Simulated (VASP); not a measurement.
Method: PBE GGA, VASP's PBE PAW potentials (set 64) (plane waves; VASP).

Input for VASP

POSCAR:
```
CdTe
1
    0.0000000000     2.9359759658     2.9359759658
    2.9359759658    -0.0000000000     2.9359759658
    2.9359759658     2.9359759658    -0.0000000000
Cd Te
1 1
Direct
  0.0000000000   0.0000000000   0.0000000000
  0.2500000000   0.2500000000   0.2500000000
```

**KPOINTS**
```
Automatic mesh
0
Gamma
8 8 8
0 0 0
```

**INCAR**
```
! general
SYSTEM   =  CdTe
PREC     =  Accurate
ENCUT    =  500
LREAL    =  F
LASPH    =  T

! electronic loop
EDIFF    =  1E-6
NELM     =  100
ALGO     =  Normal
LMAXMIX  =  4

! smearing
ISMEAR   =  0
SIGMA    =  0.05

! functional
GGA      =  PE

! ions
IBRION   =  2
NSW      =  40
ISIF     =  3
EDIFFG   =  -0.02
PSTRESS  =  300

! output
LWAVE    =  F
LCHARG   =  F
```

POTCAR, in this order: Cd Te (PBE.64 set). Program: vasp_std.

Q: What will the output report for the number of irreducible k-points (NKPTS), largest plane-wave count, number of space-group operations, FFT grid (NGX, NGY, NGZ)?

A: 
- number of irreducible k-points (NKPTS) = 29
- largest plane-wave count = 1304
- number of space-group operations = 24
- FFT grid (NGX, NGY, NGZ) = 30 × 30 × 30

The compound is CdTe in the zinc blende structure. It was relaxed first under an external pressure of 30 GPa.
